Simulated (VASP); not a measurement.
An input for Ansatz (written as the equivalent of a VASP run, and not itself run):

Ansatz 0.2 input:
```yaml
crystal:
  lattice:
    - [1.9203767, -3.3261902, 0.0000000]
    - [1.9203767, 3.3261902, 0.0000000]
    - [0.0000000, 0.0000000, 6.4961349]
  atoms:
    - { symbol: Sn, position: [0.0000000, 0.0000000, 0.0000000] }
    - { symbol: Se, position: [0.3333330, 0.6666670, 0.2421642] }
    - { symbol: Se, position: [0.6666670, 0.3333330, 0.7578358] }
kpoints:
  mp_grid: { grid: [6, 6, 3] }
hamiltonian:
  xc: r2scan
  pseudopotentials: { kind: paw }
scf:
  occupations: { method: gaussian, width: 0.05 }
  max_iter: 100
relax:
  max_steps: 60
  f_tol: 0.02
  cell: {}
output: { forces: true, stress: true, eigenvalues: true }
```

Translate this input to VASP (INCAR, KPOINTS, POSCAR, choice of POTCAR).

This is not unique; one that fits is 
### INCAR
```
SYSTEM = SnSe2
PREC = Accurate
ENCUT = 400
EDIFF = 1E-6
NELM = 100
ALGO = Normal
LREAL = .FALSE.
LASPH = .TRUE.
ISMEAR = 0
SIGMA = 0.05
METAGGA = R2SCAN
LMIXTAU = .TRUE.
LMAXMIX = 4
LWAVE = .FALSE.
LCHARG = .FALSE.
IBRION = 2
ISIF = 3
NSW = 60
EDIFFG = -0.02
```

File KPOINTS:
```
Automatic mesh
0
Gamma
6 6 3
0 0 0
```

File POSCAR:
```
SnSe2
1
    1.9203766617    -3.3261901644     0.0000000000
    1.9203766617     3.3261901644    -0.0000000000
    0.0000000000     0.0000000000     6.4961349383
Sn Se
1 2
Direct
  0.0000000000   0.0000000000   0.0000000000
  0.3333330000   0.6666670000   0.2421642431
  0.6666670000   0.3333330000   0.7578357569
```

POTCAR, in this order: Sn_d Se (PBE.64 set). Program: vasp_std.

Limits of the translation: each code has its own PAW files, so the cut-off isn't converted (ENCUT is set for VASP's; basis.ecutwfc is left out, and Ansatz then takes the one that its files recommend); Ansatz stops its SCF on the density residual and VASP on the energy change (EDIFF).

The compound is SnSe2 in the 1T layered structure. It was relaxed first, which changed the volume by +8 %. The start is the result of an earlier pass.
